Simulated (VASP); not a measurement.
The system is Mg2PbN2.

```xyz
5
Lattice="3.6269 0.0000 0.0000 -1.8134 3.1410 0.0000 0.0000 0.0000 6.5659" Properties=species:S:1:pos:R:3 pbc="T T T"
Pb    0.0000    0.0000    3.2829
Mg    0.0000    2.0940    5.6547
Mg    1.8134    1.0470    0.9112
N     0.0000    2.0940    1.3299
N     1.8134    1.0470    5.2360
```

The cell comes from a database or a generator and needn't be the stable form of this composition.

* Program: VASP 6.6.1
* Task: relaxation of cell and atoms
* Functional: r2SCAN
* Potentials or basis: VASP PAW PBE potentials, release 64 (Pb_d, Mg, N)
* Cutoff: 600 eV
* k mesh: 9 × 9 × 4
* Occupations: gaussian, width 0.05 eV
* Spin: no spin polarisation

At the start: pressure -3.1 GPa; volume 14.96 Å³/atom.

Q: Where does the relaxation end?

A: Over 5 steps the energy falls by 4.6 meV/atom and the volume is 14.50 Å³/atom (-3.0 %); space group P-3m1 (No. 164, to 0.05 Å).

Step by step:
```csv
step,energy change (eV),largest force (eV/Å),pressure (GPa),volume (Å³)
1,0.0000,0.0869,-3.10,74.80
2,-0.0197,0.0550,1.28,71.71
3,-0.0229,0.0580,0.02,72.53
4,-0.0232,0.0246,0.01,72.52
5,-0.0232,0.0075,0.00,72.52
```

Final structure:
```
CELL_PARAMETERS angstrom
3.59037 0.00000 0.00000
-1.79519 3.10935 0.00000
0.00000 0.00000 6.49596
ATOMIC_POSITIONS crystal
Pb 0.00000 0.00000 0.50000
Mg 0.33333 0.66667 0.86250
Mg 0.66667 0.33333 0.13750
N 0.33333 0.66667 0.20278
N 0.66667 0.33333 0.79722
```

Caveat: the PAW data sets were made with another functional, which shifts forces and pressure a little.
